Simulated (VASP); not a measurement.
Method: PBEsol GGA, VASP's PBE PAW potentials (set 64) (plane waves; VASP).

Input for VASP

POSCAR:
```
Au3Pt
1
   -0.0000000000     2.0108671430     2.0108671430
    2.0108671430    -0.0000000000     2.0108671430
    8.0961213760     8.0961213760    -0.0526528041
Pt Au
1 3
Direct
  0.0000000000   0.0000000000   0.0000000000
  0.0048242814   0.0048242814   0.2463817890
  0.0000000000   0.0000000000   0.5000000000
  0.9951757186   0.9951757186   0.7536182110
```

### KPOINTS
```
Automatic mesh
0
Gamma
12 12 3
0 0 0
```

**INCAR**
```
! general
SYSTEM  = Au3Pt
PREC    = Accurate
ENCUT   = 400
LREAL   = F
LASPH   = T

! electronic loop
EDIFF   = 1E-6
NELM    = 100
ALGO    = Normal
LMAXMIX = 6

! smearing
ISMEAR  = 1
SIGMA   = 0.1

! functional
GGA     = PS

! ions
IBRION  = 2
NSW     = 60
ISIF    = 3
EDIFFG  = -0.02

! output
LWAVE   = F
LCHARG  = F
```

POTCAR, in this order: Pt Au (PBE.64 set). Program: vasp_std.

The run wrote:

**OUTCAR**
```
 ion  position               nearest neighbor table
   1  0.000  0.000  0.000-   4 2.83   4 2.83   2 2.83   2 2.83   2 2.83   4 2.83
   2  0.005  0.005  0.246-   1 2.83   1 2.83   1 2.83   3 2.89   3 2.89   3 2.89
   3  0.000  0.000  0.500-   2 2.89   4 2.89   2 2.89   2 2.89   4 2.89   4 2.89
   4  0.995  0.995  0.754-   1 2.83   1 2.83   1 2.83   3 2.89   3 2.89   3 2.89
  LATTYP: Found a trigonal (rhomboedric) cell.
 ALAT       =     9.5216210973
 COS(alpha) =     0.9553989621
 Subroutine PRICEL returns:
 Original cell was already a primitive cell.
 Subroutine GETGRP returns: Found 12 space group operations
The static configuration has the point symmetry D_3d.
The dynamic configuration has the point symmetry D_3d.
 Subroutine INISYM returns: Found 12 space group operations
 Subroutine IBZKPT returns following result:
 Found     49 irreducible k-points:

 Following reciprocal coordinates:
            Coordinates               Weight
  0.000000  0.000000  0.000000      1.000000
  0.083333  0.000000  0.000000      6.000000
  0.166667  0.000000  0.000000      6.000000
  0.250000  0.000000 -0.000000      6.000000
  0.333333  0.000000  0.000000      6.000000
  0.416667  0.000000 -0.000000      6.000000
  0.500000  0.000000 -0.000000      3.000000
  0.083333  0.083333  0.000000      6.000000
  0.166667  0.083333  0.000000     12.000000
  0.250000  0.083333  0.000000     12.000000
  0.333333  0.083333  0.000000     12.000000
  0.416667  0.083333 -0.000000     12.000000
  0.500000  0.083333 -0.000000     12.000000
 -0.416667  0.083333 -0.000000     12.000000
 -0.333333  0.083333 -0.000000     12.000000
 -0.250000  0.083333  0.000000     12.000000
 -0.166667  0.083333  0.000000     12.000000
 -0.083333  0.083333  0.000000      6.000000
  0.166667  0.166667  0.000000      6.000000
  0.333333  0.166667  0.000000     12.000000
  0.416667  0.166667  0.000000     12.000000
...
```

File OSZICAR:
```
       N       E                     dE             d eps       ncg     rms          rms(c)
DAV:   1     0.238302821803E+03    0.23830E+03   -0.18978E+04  2490   0.132E+03
DAV:   2    -0.144603521141E+02   -0.25276E+03   -0.24560E+03  2939   0.312E+02
DAV:   3    -0.202175357895E+02   -0.57572E+01   -0.56829E+01  2610   0.477E+01
DAV:   4    -0.202777416594E+02   -0.60206E-01   -0.60134E-01  2706   0.479E+00
DAV:   5    -0.202783474420E+02   -0.60578E-03   -0.60561E-03  2669   0.497E-01    0.212E+01
DAV:   6    -0.190877817299E+02    0.11906E+01   -0.74873E+00  2700   0.254E+01    0.145E+01
DAV:   7    -0.192827100654E+02   -0.19493E+00   -0.10030E+01  2652   0.227E+01    0.936E+00
DAV:   8    -0.186785354080E+02    0.60417E+00   -0.28884E+00  2663   0.178E+01    0.224E+00
DAV:   9    -0.187169451615E+02   -0.38410E-01   -0.43687E-01  2684   0.492E+00    0.246E+00
DAV:  10    -0.186782299104E+02    0.38715E-01   -0.34234E-01  2647   0.509E+00    0.925E-01
DAV:  11    -0.186699071065E+02    0.83228E-02   -0.16391E-02  2642   0.116E+00    0.421E-01
DAV:  12    -0.186677449935E+02    0.21621E-02   -0.54228E-03  2726   0.590E-01    0.918E-02
DAV:  13    -0.186677246994E+02    0.20294E-04   -0.36202E-04  2693   0.130E-01    0.317E-02
DAV:  14    -0.186677467935E+02   -0.22094E-04   -0.63313E-05  2661   0.820E-02    0.476E-02
DAV:  15    -0.186677244947E+02    0.22299E-04   -0.60786E-05  2668   0.760E-02    0.491E-03
DAV:  16    -0.186677248322E+02   -0.33751E-06   -0.28565E-06  1917   0.122E-02
   1 F= -.18667725E+02 E0= -.18666514E+02  d E =-.186677E+02
       N       E                     dE             d eps       ncg     rms          rms(c)
DAV:   1    -0.186795437118E+02   -0.11819E-01   -0.58814E-01  2480   0.517E+00    0.546E-01
DAV:   2    -0.186720510950E+02    0.74926E-02   -0.16504E-02  2650   0.935E-01    0.355E-01
DAV:   3    -0.186720944514E+02   -0.43356E-04   -0.14438E-02  2638   0.106E+00    0.520E-01
DAV:   4    -0.186695423799E+02    0.25521E-02   -0.62551E-03  2621   0.667E-01    0.939E-02
DAV:   5    -0.186694439647E+02    0.98415E-04   -0.54856E-04  2531   0.152E-01    0.375E-02
DAV:   6    -0.186694430775E+02    0.88720E-06   -0.33062E-05  2608   0.429E-02    0.184E-02
DAV:   7    -0.186694432491E+02   -0.17163E-06   -0.26561E-06  1755   0.116E-02
   2 F= -.18669443E+02 E0= -.18668346E+02  d E =-.171842E-02
       N       E                     dE             d eps       ncg     rms          rms(c)
DAV:   1    -0.186706521252E+02   -0.12090E-02   -0.63659E-02  2479   0.170E+00    0.179E-01
DAV:   2    -0.186698344789E+02    0.81765E-03   -0.17098E-03  2643   0.306E-01    0.113E-01
DAV:   3    -0.186698442037E+02   -0.97248E-05   -0.15112E-03  2637   0.345E-01    0.169E-01
DAV:   4    -0.186695700888E+02    0.27411E-03   -0.69487E-04  2614   0.221E-01    0.312E-02
DAV:   5    -0.186695602679E+02    0.98209E-05   -0.62788E-05  2558   0.526E-02    0.134E-02
DAV:   6    -0.186695600669E+02    0.20103E-06   -0.46747E-06  1946   0.174E-02
   3 F= -.18669560E+02 E0= -.18668506E+02  d E =-.183523E-02
       N       E                     dE             d eps       ncg     rms          rms(c)
DAV:   1    -0.186898199345E+02   -0.20260E-01   -0.65155E-01  2460   0.601E+00    0.829E-01
DAV:   2    -0.186731061314E+02    0.16714E-01   -0.52156E-02  2602   0.164E+00    0.491E-01
DAV:   3    -0.186743020514E+02   -0.11959E-02   -0.31549E-02  2651   0.165E+00    0.781E-01
DAV:   4    -0.186697809121E+02    0.45211E-02   -0.11122E-02  2644   0.883E-01    0.239E-01
DAV:   5    -0.186696031220E+02    0.17779E-03   -0.18486E-03  2689   0.291E-01    0.908E-02
DAV:   6    -0.186695277683E+02    0.75354E-04   -0.31250E-04  2636   0.151E-01    0.272E-02
DAV:   7    -0.186695278159E+02   -0.47572E-07   -0.11666E-05  2579   0.240E-02    0.707E-03
DAV:   8    -0.186695275760E+02    0.23987E-06   -0.77589E-07  1261   0.103E-02
   4 F= -.18669528E+02 E0= -.18668525E+02  d E =0.324908E-04
       N       E                     dE             d eps       ncg     rms          rms(c)
DAV:   1    -0.186752229277E+02   -0.56951E-02   -0.16829E-01  2457   0.305E+00    0.424E-01
DAV:   2    -0.186708796709E+02    0.43433E-02   -0.13509E-02  2603   0.831E-01    0.241E-01
DAV:   3    -0.186712289087E+02   -0.34924E-03   -0.82329E-03  2650   0.847E-01    0.420E-01
DAV:   4    -0.186700262592E+02    0.12026E-02   -0.31001E-03  2642   0.461E-01    0.107E-01
DAV:   5    -0.186699851293E+02    0.41130E-04   -0.27983E-04  2518   0.106E-01    0.230E-02
DAV:   6    -0.186699855858E+02   -0.45652E-06   -0.15806E-05  2564   0.306E-02    0.137E-02
DAV:   7    -0.186699861504E+02   -0.56455E-06   -0.14390E-06  1355   0.770E-03
   5 F= -.18669986E+02 E0= -.18668960E+02  d E =-.426084E-03
```

**OUTCAR**
```
------------------------ aborting loop because EDIFF is reached ----------------------------------------
  FORCE on cell =-STRESS in cart. coord.  units (eV):
  Direction    XX          YY          ZZ          XY          YZ          ZX
  --------------------------------------------------------------------------------------
  Total       -0.0050759     -0.0050759     -0.0050759     -0.0064193      0.0064193      0.0064193
  in kB       -0.1238617     -0.1238617     -0.1238617     -0.1566430      0.1566430      0.1566430
  external PRESSURE =      -0.1238617 kB  Pullay stress =       0.0000000 kB
  volume of cell :       65.66
      direct lattice vectors                 reciprocal lattice vectors
     0.000000000  2.018058505  2.018058505    -0.247878325  0.247647448  0.247878325
     2.018058505  0.000000000  2.018058505     0.247647448 -0.247878325  0.247878325
     8.064722442  8.064722442  0.007511580     0.062027300  0.062027300 -0.062027300
 POSITION                                       TOTAL-FORCE (eV/Angst)
 -----------------------------------------------------------------------------------
      0.00000      0.00000      0.00000         0.000000     -0.000000      0.000000
      1.99425      1.99425      0.02381         0.004734      0.004734     -0.004734
      4.03236      4.03236      0.00376         0.000000     -0.000000      0.000000
      8.08853      8.08853      4.01982        -0.004734     -0.004734      0.004734
 -----------------------------------------------------------------------------------
    total drift:                               -0.000000      0.000000     -0.000000
  FREE ENERGIE OF THE ION-ELECTRON SYSTEM (eV)
  ---------------------------------------------------
  free  energy   TOTEN  =       -18.6699861504 eV

  energy  without entropy=      -18.6669090359  energy(sigma->0) =      -18.66896045

 reached required accuracy - stopping structural energy minimisation
```
(Selected blocks of OUTCAR.)

### CONTCAR
```
Au3Pt
   1.00000000000000
     0.0000000000000938    2.0180585054071574    2.0180585054069695
     2.0180585054071574    0.0000000000000938    2.0180585054069695
     8.0647224417498169    8.0647224417498169    0.0075115797788376
  Pt              Au
     1     3
Direct
     0.0000000000000000    0.0000000000000000    0.0000000000000000
     0.0054404317016380    0.0054404317016380    0.2459196762737670
     0.0000000000000000    0.0000000000000000    0.5000000000000000
     0.9945595682983620    0.9945595682983620    0.7540803237262329
```

OUTCAR:
```
 val. band max:        9.7604915107   @ k =   0.4167   0.4167   0.0000

 cond. band min:       9.8187868260   @ k =  -0.3333   0.0833  -0.0000


 Fermi energy:         9.8045064039

 k-point     1 :       0.0000    0.0000    0.0000
  band No.  band energies     occupation
      1      -0.2905      2.00000
      2       1.4685      2.00000
      3       1.6681      2.00000
      4       2.5048      2.00000
      5       4.8200      2.00000
      6       4.8691      2.00000
      7       5.0040      2.00000
      8       5.0040      2.00000
      9       5.0681      2.00000
     10       5.0681      2.00000
     11       5.2831      2.00000
     12       5.2831      2.00000
     13       5.9897      2.00000
     14       6.1513      2.00000
     15       6.1513      2.00000
     16       6.7788      2.00000
     17       6.7788      2.00000
     18       6.8956      2.00000
     19       6.8956      2.00000
     20       7.5573      2.00000
     21       7.5573      2.00000
     22       8.8917      2.00000
     23       9.0229      2.00000
     24       9.0229      2.00000
     25      13.5605      0.00000

 k-point     2 :       0.0833    0.0000    0.0000
  band No.  band energies     occupation
      1      -0.0407      2.00000
      2       1.4732      2.00000
      3       2.0374      2.00000
      4       2.6976      2.00000
      5       4.6301      2.00000
      6       4.7969      2.00000
      7       4.9047      2.00000
      8       5.0697      2.00000
      9       5.1546      2.00000
     10       5.1729      2.00000
     11       5.2205      2.00000
     12       5.4175      2.00000
     13       5.9068      2.00000
     14       6.0591      2.00000
     15       6.1685      2.00000
     16       6.6221      2.00000
     17       6.7281      2.00000
     18       6.9408      2.00000
     19       7.1279      2.00000
     20       7.2256      2.00000
     21       7.6230      2.00000
     22       8.3584      2.00000
     23       9.0206      2.00000
...
```

Unless said otherwise, spin-orbit coupling is left out, though it shifts the bands of the heavy elements here.

The structure was generated: Au3Pt was put into an ordered model structure (R-3m), which need not be its known phase. This run relaxes it. Symmetry was kept, so distortions that lower it aren't found. The start is the result of an earlier pass. The electron count is odd and the run is not spin-polarised, which forces a metal.
